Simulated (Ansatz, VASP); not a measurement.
# Cross-check of InGaSbAs (InAs/GaSb (001) superlattice, 10 and 10 atomic planes, on GaSb) between VASP and Ansatz, part 3 of 3

Wanted: the spread between two codes on one cell, functional and k mesh. Of the first pair: The structure shown is the start of the Ansatz relaxation below; VASP solves that cell, so the two are compared at the walk's first step.

VASP 6.6.1 and Ansatz 0.2.0.

So far. Step 4 (Side by side): The forces differ by 3.3 meV/Å r.m.s., which is 1.0 % of the r.m.s. force of 0.334 eV/Å (both taken over all components).

**6. VASP: single point, PBE, relaxed cell, pair 2**

Level of this step: PBE; plane waves and PAW (In_d, As, Ga_d, Sb) (VASP).

The same cell, functional, mesh and smearing now go to VASP, with its own data sets.

INCAR

```
SYSTEM = InGaSbAs
PREC = Accurate
ENCUT = 500
EDIFF = 1E-06
NELM = 120
ISMEAR = -1
SIGMA = 0.025
LREAL = Auto
ALGO = Normal
GGA = PE
NBANDS = 424
LORBIT = 11
LWAVE = .FALSE.
LCHARG = .FALSE.
ISIF = 2
LASPH = .TRUE.
GGA_COMPAT = .FALSE.
KPAR = 4
```

POSCAR

```
InGaSbAs
1.0
    8.7681200000      0.0000000000      0.0000000000
    0.0000000000      8.7681200000      0.0000000000
    0.0000000000      0.0000000000     30.8868190000
In As Ga Sb
20 20 20 20
Direct
    0.9999500000      0.0003300000      0.0036900000
    0.2501200000      0.2499400000      0.1029800000
    0.2500200000      0.7500500000      0.1029300000
    0.5003000000      0.9997100000      0.0035500000
    0.0004000000      0.0000500000      0.2023700000
    0.2501800000      0.2500700000      0.3018800000
    0.2503100000      0.7499100000      0.3018500000
    0.5005000000      0.9999700000      0.2022900000
    0.0004800000      0.0001600000      0.4017100000
    0.5003700000      0.0000700000      0.4017000000
    0.4998700000      0.4998200000      0.0036300000
    0.7500200000      0.7499300000      0.1030300000
    0.7500200000      0.2501300000      0.1029400000
    0.9998800000      0.5003700000      0.0035600000
    0.5005000000      0.5000700000      0.2023500000
    0.7505200000      0.7502200000      0.3018800000
    0.7500900000      0.2501000000      0.3019000000
    0.0004000000      0.5000200000      0.2022400000
    0.5004800000      0.5002300000      0.4017000000
    0.0003700000      0.5001100000      0.4017300000
    0.2502600000      0.0000200000      0.0529500000
    0.5001700000      0.2500900000      0.1524400000
    0.4999700000      0.7499500000      0.1524100000
    0.7500400000      0.9998900000      0.0530400000
    0.2505000000      0.0000600000      0.2520000000
    0.5001700000      0.2501900000      0.3517800000
    0.5003900000      0.7501400000      0.3516900000
    0.7503900000      0.0002000000      0.2520100000
    0.2504300000      0.0000400000      0.4523600000
    0.7504100000      0.0000000000      0.4523100000
    0.7498900000      0.5000300000      0.0529500000
    0.0001100000      0.7501300000      0.1524200000
    0.0000500000      0.2499100000      0.1523900000
    0.2498700000      0.4999300000      0.0529800000
    0.7505400000      0.5001400000      0.2520000000
    0.0004700000      0.7501000000      0.3517700000
    0.0001700000      0.2501900000      0.3517400000
    0.2503800000      0.4999600000      0.2519600000
    0.7503900000      0.5000100000      0.4523700000
    0.2504500000      0.5000400000      0.4523400000
    0.2503700000      0.2500700000      0.4955600000
    0.2501800000      0.7499700000      0.4955500000
    0.0002900000      0.0003000000      0.5959900000
    0.2500500000      0.2498000000      0.6963500000
    0.2501200000      0.7499400000      0.6963500000
    0.5002600000      0.0002100000      0.5959700000
    0.9997500000      0.0001400000      0.7965500000
    0.2496400000      0.2500100000      0.8966000000
    0.2496500000      0.7502400000      0.8966100000
    0.4998300000      0.0003000000      0.7965200000
    0.7502000000      0.7500500000      0.4955600000
    0.7502800000      0.2499700000      0.4955600000
    0.5001800000      0.5002700000      0.5960000000
    0.7503400000      0.7500200000      0.6963400000
    0.7499500000      0.2499700000      0.6963300000
    0.0001700000      0.5002400000      0.5960100000
    0.4996800000      0.5004400000      0.7965500000
    0.7498500000      0.7500400000      0.8965500000
    0.7496600000      0.2502500000      0.8966000000
    0.9998900000      0.5000900000      0.7965200000
    0.5003400000      0.2502700000      0.5459800000
    0.5002000000      0.7502000000      0.5459400000
    0.2502700000      0.9999200000      0.6462200000
    0.4999700000      0.2503900000      0.7464400000
    0.5002100000      0.7503200000      0.7463800000
    0.7502300000      0.0000100000      0.6462200000
    0.2498300000      0.0001300000      0.8463600000
    0.4997100000      0.2498800000      0.9457200000
    0.4998300000      0.7496700000      0.9456900000
    0.7497700000      0.0001800000      0.8464000000
    0.0001800000      0.7502100000      0.5459700000
    0.0003300000      0.2502500000      0.5459500000
    0.7501200000      0.5000400000      0.6462600000
    0.0001700000      0.7501700000      0.7464300000
    0.9999600000      0.2500700000      0.7464000000
    0.2501600000      0.4999200000      0.6462700000
    0.7498200000      0.5000900000      0.8463200000
    0.9997300000      0.7504300000      0.9457400000
    0.9996600000      0.2501800000      0.9457500000
    0.2497500000      0.5001500000      0.8464200000
```

KPOINTS

```
Automatic mesh
0
Gamma
2 2 1
0 0 0
```

Potentials, in the order of the species: In_d, As, Ga_d and Sb (PBE family, release 64).

The run is started by

```sh
mpirun -np 8 vasp_std
```

Numbers of over 12 decimals in the logs are rounded to 6 here.

The program printed:

```text
[banner, memory and clock lines left out]
running    8 mpi-ranks, on    1 nodes
[...]
[... a notice as in an earlier step ...]

 LDA part: xc-table for (Slater+PW92), standard interpolation
 POSCAR, INCAR and KPOINTS ok, starting setup
[...]
entering main loop
       N       E                     dE             d eps       ncg     rms          rms(c)
DAV:   1     0.842424573393E+04    0.84242E+04   -0.27759E+05  3392   0.196E+03
DAV:   2     0.174819699679E+04   -0.66760E+04   -0.65300E+04  3392   0.557E+02
DAV:   3    -0.345950196403E+02   -0.17828E+04   -0.16765E+04  3944   0.242E+02
DAV:   4    -0.281978758228E+03   -0.24738E+03   -0.23479E+03  4032   0.787E+01
[...]
DAV:  23    -0.299640039210E+03   -0.41371E-05   -0.19768E-04  4328   0.307E-02    0.121E-01
DAV:  24    -0.299640029441E+03    0.97689E-05   -0.76829E-06  3720   0.132E-02    0.966E-02
DAV:  25    -0.299640029508E+03   -0.66488E-07   -0.31897E-06  2688   0.697E-03
   1 F= -.29964003E+03 E0= -.29963378E+03  d E =-.125069E-01
```

OUTCAR, selected parts (step 6):

```text
  FREE ENERGIE OF THE ION-ELECTRON SYSTEM (eV)
  ---------------------------------------------------
  free  energy   TOTEN  =      -299.6400295078 eV

  energy  without entropy=     -299.6275226029  energy(sigma->0) =     -299.63377606
```

The run ends at a pressure of 0.45 GPa, with forces up to 0.039 eV/Å.

**7. Side by side**

What differs besides the data sets and the points named for the pairs above, as far as they apply: the data sets hold 1120 valence electrons in Ansatz (on its default PAW (the set named soft_2) files) and 720 in VASP; the cutoff is 420 eV in Ansatz and 500 eV in VASP (PREC = Accurate, projectors in real space). Total energies have different zeros and are not compared.

Compared:

| quantity | Ansatz | VASP | difference |
| --- | --- | --- | --- |
| pressure (GPa) | 0.38 | 0.45 | -0.08 |
| gap on the k mesh (eV) | 0.076 | 0.075 | +0.001 |

At this near-relaxed geometry the largest component of a force difference is 14 meV/Å. A gap on the mesh is an upper bound, since the band edges may lie between its points. VASP's last cycles still show a density residual of 1e-02, so its state may not be settled.

**8. Results**

```json
{
  "r.m.s. force difference (single point, PBE, start cell, pair 1)": "0.99 % of the r.m.s. force",
  "difference in gap on the k mesh (single point, PBE, relaxed cell, pair 2)": "5.7e-4 eV"
}
```

What this shows: The r.m.s. force difference is 0.99 % of the r.m.s. force (single point, PBE, start cell, pair 1), within the 3 % picked in this series as the mark of a large difference. The data sets hold unlike numbers of valence electrons (1120 in Ansatz and 720 in VASP), so part of the differences comes from the potentials. How closely two codes agree says nothing of how well the functional describes the real material.

[Lines on the potential files, build, host, timing and source positions are cut from VASP's logs without a mark.]

[Logs are printed without paths, hosts, clocks, repeated set-up lines and the standing remarks that a program may print on its own settings, such as how far it seeks lower states.]

[Hosts, paths, dates, database ids (printed as entryN), source tags and the programs' standing remarks are cut or masked in the printed files.]
